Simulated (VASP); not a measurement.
Energy against volume of BaF2 (fluorite). Method: r2SCAN+rVV10, VASP's PBE PAW potentials (set 64) (plane waves; VASP). Settings: 520 eV cut-off, 6×6×6 Γ-centred mesh, Gaussian smearing of 0.050 eV, potentials Ba_sv F.

```
V (Å³/atom)  E (eV/atom)
-----------  -----------
19.261         -14.76565
19.857         -14.77052
20.453         -14.76820
21.049         -14.75983
```

**Question.** Fit these four points and predict the energy of the run at 18.666 Å³/atom.

**Answer.** A cubic in V^(−2/3), the third-order Birch-Murnaghan form, passes through the four points with V0 = 19.95 Å³/atom and B0 = 63 GPa, and gives -14.7523 eV/atom there. The run gave -14.7523 eV/atom, -0.0 meV/atom from the fit; all five points give B0 = 63 GPa.

The compound is BaF2 in the fluorite structure. It was relaxed first.
